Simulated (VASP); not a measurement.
Level of theory: PBEsol GGA, VASP's PBE PAW potentials (set 64) (plane waves; VASP 6.6.1).

VASP ran on this input.

### POSCAR
```
Au
3.3037040
 -0.4999999916   0.4901960702   0.4901960702
  0.4999999916  -0.4901960702   0.4901960702
  0.4999999916   0.4901960702  -0.4901960702
Au
1
direct
  0.0000000000   0.0000000000   0.0000000000
```

KPOINTS:
```
Automatic mesh
0
Gamma
14 14 14
0 0 0
```

### INCAR
```
SIGMA  =  0.1
ISIF  =  2   # forces and stress, cell fixed
ISMEAR  =  1
ENCUT  =  480   # plane-wave cut-off (eV)
NELM  =  100   # most electronic steps
ALGO  =  Normal   # blocked Davidson
LREAL  =  F   # projection in real space or not
LWAVE  =  F
LASPH  =  T   # aspherical one-centre terms
LCHARG  =  F
EDIFF  =  1E-7
SYSTEM  =  Au
PREC  =  Accurate
LMAXMIX  =  6   # l cut-off of mixed one-centre charges
GGA  =  PS   # PBEsol
```

POTCAR, in this order: Au (PBE.64 set). Program: vasp_std.

Output of the run:

**OSZICAR**
```
       N       E                     dE             d eps       ncg     rms          rms(c)
DAV:   1     0.380012592673E+02    0.38001E+02   -0.55929E+03  4928   0.101E+03
DAV:   2    -0.392117742618E+01   -0.41922E+02   -0.39099E+02  4574   0.189E+02
DAV:   3    -0.425588266473E+01   -0.33471E+00   -0.33224E+00  5011   0.175E+01
DAV:   4    -0.425679612231E+01   -0.91346E-03   -0.91341E-03  4687   0.997E-01
DAV:   5    -0.425680271748E+01   -0.65952E-05   -0.65964E-05  4793   0.841E-02    0.879E+00
DAV:   6    -0.392425773528E+01    0.33254E+00   -0.11471E+00  4423   0.102E+01    0.551E+00
DAV:   7    -0.390126399214E+01    0.22994E-01   -0.88026E-02  4630   0.273E+00    0.279E+00
DAV:   8    -0.389811859079E+01    0.31454E-02   -0.17660E-03  4616   0.489E-01    0.297E-01
DAV:   9    -0.389809571679E+01    0.22874E-04   -0.19404E-05  4672   0.511E-02    0.135E-02
DAV:  10    -0.389809924714E+01   -0.35303E-05   -0.12633E-06  4657   0.117E-02    0.282E-03
DAV:  11    -0.389809926562E+01   -0.18478E-07   -0.53474E-08  2714   0.233E-03
   1 F= -.38980993E+01 E0= -.38981075E+01  d E =0.247102E-04
```

OUTCAR:
```
------------------------ aborting loop because EDIFF is reached ----------------------------------------
  FORCE on cell =-STRESS in cart. coord.  units (eV):
  Direction    XX          YY          ZZ          XY          YZ          ZX
  --------------------------------------------------------------------------------------
  Total       -0.3912166     -0.3346516     -0.3346516      0.0000000      0.0000000      0.0000000
  in kB      -36.1705273    -30.9407222    -30.9407222      0.0000000      0.0000000      0.0000000
  external PRESSURE =     -32.6839906 kB  Pullay stress =       0.0000000 kB
  volume of cell :       17.33
      direct lattice vectors                 reciprocal lattice vectors
    -1.651851972  1.619462718  1.619462718     0.000000000  0.308744372  0.308744372
     1.651851972 -1.619462718  1.619462718     0.302690561  0.000000000  0.308744372
     1.651851972  1.619462718 -1.619462718     0.302690561  0.308744372  0.000000000
 POSITION                                       TOTAL-FORCE (eV/Angst)
 -----------------------------------------------------------------------------------
      0.00000      0.00000      0.00000        -0.000000      0.000000     -0.000000
 -----------------------------------------------------------------------------------
    total drift:                                0.000000     -0.000000      0.000000
  FREE ENERGIE OF THE ION-ELECTRON SYSTEM (eV)
  ---------------------------------------------------
  free  energy   TOTEN  =        -3.8980992656 eV

  energy  without entropy=       -3.8981239758  energy(sigma->0) =       -3.89810750
```
(Selected blocks of OUTCAR.)

The structure was generated: Au was put into the bcc type (Im-3m), which need not be its known phase. This cell was strained or had an atom moved on purpose.
